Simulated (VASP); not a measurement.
An input for Ansatz (written as the equivalent of a VASP run, and not itself run):

Ansatz 0.2 input:
```yaml
crystal:
  lattice:
    - [3.5518743, 0.0000000, 0.0000000]
    - [-1.7759376, 3.0760131, 0.0000000]
    - [0.0000000, 0.0000000, 5.8180703]
  atoms:
    - { symbol: Sn, position: [0.6666670, 0.3333330, 0.0002103] }
    - { symbol: Sn, position: [0.3333330, 0.6666670, 0.5002103] }
    - { symbol: C, position: [0.6666670, 0.3333330, 0.6249897] }
    - { symbol: C, position: [0.3333330, 0.6666670, 0.1249897] }
kpoints:
  mp_grid: { grid: [8, 8, 4] }
hamiltonian:
  xc: pbesol
  pseudopotentials: { kind: paw }
scf:
  occupations: { method: gaussian, width: 0.05 }
  max_iter: 100
output: { forces: true, stress: true, eigenvalues: true }
```

Question: Write the VASP files for the same calculation (PBEsol).

Answer: One answer among several that fit: 
File KPOINTS:
```
Automatic
0
gamma
 8 8 4
0 0 0
```

**POSCAR**
```
SnC
1
    3.5518742617     0.0000000045     0.0000000000
   -1.7759376230     3.0760130652     0.0000000000
    0.0000000000     0.0000000000     5.8180703461
Sn C
2 2
Direct
  0.6666670000   0.3333330000   0.0002102725
  0.3333330000   0.6666670000   0.5002102725
  0.6666670000   0.3333330000   0.6249897275
  0.3333330000   0.6666670000   0.1249897275
```

INCAR:
```
SYSTEM=SnC
PREC=Accurate; ENCUT=600; LREAL=.False.
LASPH=.True.
EDIFF=1E-7; NELM=100; ALGO=Normal
LMAXMIX=4
ISMEAR=0; SIGMA=0.05
GGA=PS
ISIF=2
LWAVE=.False.; LCHARG=.False.
```

POTCAR, in this order: Sn_d C (PBE.64 set). Program: vasp_std.

What does not carry over: each code has its own PAW files, so the cut-off isn't converted (ENCUT is set for VASP's; basis.ecutwfc is left out, and Ansatz then takes the one that its files recommend); Ansatz stops its SCF on the density residual and VASP on the energy change (EDIFF).

The structure was generated: SnC was put into the wurtzite type (P6_3mc), which need not be its known phase. It was relaxed first.
